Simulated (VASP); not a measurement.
Method: AM05 GGA, VASP's PBE PAW potentials (set 64) (plane waves; VASP 6.6.1).

The input files of a VASP run:

KPOINTS:
```
Automatic mesh
0
G
  4 4 4
0 0 0
```

**INCAR**
```
! general
SYSTEM  = CsPbBr3
PREC    = Accurate
ENCUT   = 520   ! plane-wave cut-off (eV)
LREAL   = .FALSE.   ! projection in real space or not
LASPH   = .TRUE.

! electronic loop
EDIFF   = 1E-7
NELM    = 100
ALGO    = Normal
LMAXMIX = 4   ! l cut-off of mixed one-centre charges

! smearing
ISMEAR  = 0
SIGMA   = 0.05   ! width (eV)

! functional
GGA     = AM   ! AM05

! ions
ISIF    = 2   ! forces and stress, cell fixed

! output
LWAVE   = .FALSE.
LCHARG  = .FALSE.
```

File POSCAR:
```
CsPbBr3
1
    5.8235129232     0.0000000000     0.0000000000
    0.0000000000     5.8235129232     0.0000000000
    0.0000000000     0.0000000000     5.8235129232
Cs Pb Br
1 1 3
Direct
  0.0000000000   0.0000000000   0.0000000000
  0.5000000000   0.5000000000   0.5000000000
  0.5000000000   0.0000000000   0.5000000000
  0.0000000000   0.5000000000   0.5000000000
  0.5000000000   0.5000000000   0.0000000000
```

POTCAR, in this order: Cs_sv Pb_d Br (PBE.64 set). Program: vasp_std.

Output

File OUTCAR:
```
 ion  position               nearest neighbor table
   1  0.000  0.000  0.000-
   2  0.500  0.500  0.500-   3 2.91   4 2.91   5 2.91   5 2.91   3 2.91   4 2.91
   3  0.500  0.000  0.500-   2 2.91   2 2.91
   4  0.000  0.500  0.500-   2 2.91   2 2.91
   5  0.500  0.500  0.000-   2 2.91   2 2.91
  LATTYP: Found a simple cubic cell.
 ALAT       =     5.8235129232
 Subroutine PRICEL returns:
 Original cell was already a primitive cell.
 Subroutine GETGRP returns: Found 48 space group operations
The static configuration has the point symmetry O_h .
The dynamic configuration has the point symmetry O_h .
 Subroutine INISYM returns: Found 48 space group operations
 Subroutine IBZKPT returns following result:
 Found     10 irreducible k-points:

 Following reciprocal coordinates:
            Coordinates               Weight
  0.000000  0.000000  0.000000      1.000000
  0.250000  0.000000  0.000000      6.000000
  0.500000  0.000000  0.000000      3.000000
  0.250000  0.250000  0.000000     12.000000
  0.500000  0.250000  0.000000     12.000000
  0.500000  0.500000  0.000000      3.000000
...
```

**OSZICAR**
```
       N       E                     dE             d eps       ncg     rms          rms(c)
DAV:   1     0.411410762711E+03    0.41141E+03   -0.19044E+04   520   0.151E+03
DAV:   2     0.322444210302E+02   -0.37917E+03   -0.37174E+03   638   0.339E+02
DAV:   3    -0.143985249550E+02   -0.46643E+02   -0.45644E+02   620   0.127E+02
DAV:   4    -0.162217109497E+02   -0.18232E+01   -0.18175E+01   656   0.332E+01
DAV:   5    -0.162690202152E+02   -0.47309E-01   -0.47281E-01   628   0.439E+00    0.473E+00
DAV:   6    -0.157869839033E+02    0.48204E+00   -0.91451E-01   754   0.959E+00    0.271E+00
DAV:   7    -0.157556359042E+02    0.31348E-01   -0.51326E-01   750   0.422E+00    0.934E-01
DAV:   8    -0.157665516632E+02   -0.10916E-01   -0.64090E-02   692   0.224E+00    0.209E-01
DAV:   9    -0.157679394623E+02   -0.13878E-02   -0.11386E-02   702   0.858E-01    0.104E-01
DAV:  10    -0.157683090850E+02   -0.36962E-03   -0.10320E-03   646   0.214E-01    0.447E-02
DAV:  11    -0.157684673424E+02   -0.15826E-03   -0.30768E-04   590   0.126E-01    0.131E-02
DAV:  12    -0.157684749171E+02   -0.75747E-05   -0.31451E-05   758   0.526E-02    0.950E-03
DAV:  13    -0.157684752135E+02   -0.29641E-06   -0.43334E-06   682   0.190E-02    0.324E-03
DAV:  14    -0.157684756460E+02   -0.43247E-06   -0.13516E-06   738   0.969E-03    0.233E-03
DAV:  15    -0.157684755919E+02    0.54101E-07   -0.25603E-07   458   0.489E-03
   1 F= -.15768476E+02 E0= -.15768476E+02  d E =-.716862E-15
```

### OUTCAR
```
------------------------ aborting loop because EDIFF is reached ----------------------------------------
  FORCE on cell =-STRESS in cart. coord.  units (eV):
  Direction    XX          YY          ZZ          XY          YZ          ZX
  --------------------------------------------------------------------------------------
  Total        1.7026726      1.7026726      1.7026726      0.0000000      0.0000000     -0.0000000
  in kB       13.8129547     13.8129547     13.8129547      0.0000000      0.0000000     -0.0000000
  external PRESSURE =      13.8129547 kB  Pullay stress =       0.0000000 kB
  volume of cell :      197.49
      direct lattice vectors                 reciprocal lattice vectors
     5.823512923  0.000000000  0.000000000     0.171717658  0.000000000  0.000000000
     0.000000000  5.823512923  0.000000000     0.000000000  0.171717658  0.000000000
     0.000000000  0.000000000  5.823512923     0.000000000  0.000000000  0.171717658
 POSITION                                       TOTAL-FORCE (eV/Angst)
 -----------------------------------------------------------------------------------
      0.00000      0.00000      0.00000         0.000000      0.000000      0.000000
      2.91176      2.91176      2.91176         0.000000      0.000000      0.000000
      2.91176      0.00000      2.91176         0.000000      0.000000      0.000000
      0.00000      2.91176      2.91176         0.000000      0.000000      0.000000
      2.91176      2.91176      0.00000         0.000000      0.000000      0.000000
 -----------------------------------------------------------------------------------
    total drift:                                0.000000     -0.000000     -0.000000
  FREE ENERGIE OF THE ION-ELECTRON SYSTEM (eV)
  ---------------------------------------------------
  free  energy   TOTEN  =       -15.7684755919 eV

  energy  without entropy=      -15.7684755919  energy(sigma->0) =      -15.76847559
```
(Selected blocks of OUTCAR.)

The compound is CsPbBr3 in the cubic perovskite structure, the ideal cubic form; the compound distorts at low or room temperature. This cell is one point of a volume scan, at 0.94 of the reference volume.
